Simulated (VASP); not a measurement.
Consider the following.

```
CELL_PARAMETERS angstrom
      3.47212     0.00000     0.00000
     -1.73606     3.00694     0.00000
      0.00000     0.00000     5.68192
ATOMIC_POSITIONS crystal
  Co 0.33333 0.66667 0.99934
  Co 0.66667 0.33333 0.49934
  P  0.33333 0.66667 0.37566
  P  0.66667 0.33333 0.87566
```

These are PBEsol GGA, VASP's PBE PAW potentials (set 64) (plane waves; VASP) values and carry that method's errors. Run with 400 eV cut-off, Gaussian smearing of 0.050 eV, potentials Co P.

Question: Give the energies of bands 4 to 17 at the high-symmetry points, in eV from the Fermi level.

Answer: 
```tsv
band	Γ	M	K	A	L	H
4	-3.66	-4.99	-4.29	-4.55	-5.78	-5.14
5	-3.66	-3.94	-4.17	-3.61	-3.44	-4.48
6	-3.65	-3.40	-4.17	-3.61	-3.44	-4.48
7	-3.49	-3.12	-3.37	-3.61	-3.17	-2.85
8	-3.49	-2.84	-3.37	-3.61	-3.17	-2.85
9	-1.88	-1.93	-2.13	-1.58	-1.54	-2.06
10	-1.88	-1.93	-1.98	-1.58	-1.54	-2.06
11	-1.39	-1.47	-1.98	-1.58	-1.40	-1.22
12	-1.39	-1.26	-1.90	-1.58	-1.40	-1.22
13	-1.19	-1.17	-1.04	0.90	-1.21	-0.77
14	2.53	-1.00	-0.10	0.90	-1.21	-0.77
15	2.53	-0.36	-0.10	3.38	1.06	-0.59
16	4.21	-0.25	0.16	3.38	1.06	-0.59
17	4.54	1.38	0.49	3.38	1.26	1.56
```

It has no gap at this level: it comes out as a metal or semimetal.

The structure was generated: CoP was put into the wurtzite type (P6_3mc), which need not be its known phase. It was relaxed first, which changed the volume by -24 %. The run is not spin-polarised, so no magnetic state was tried.
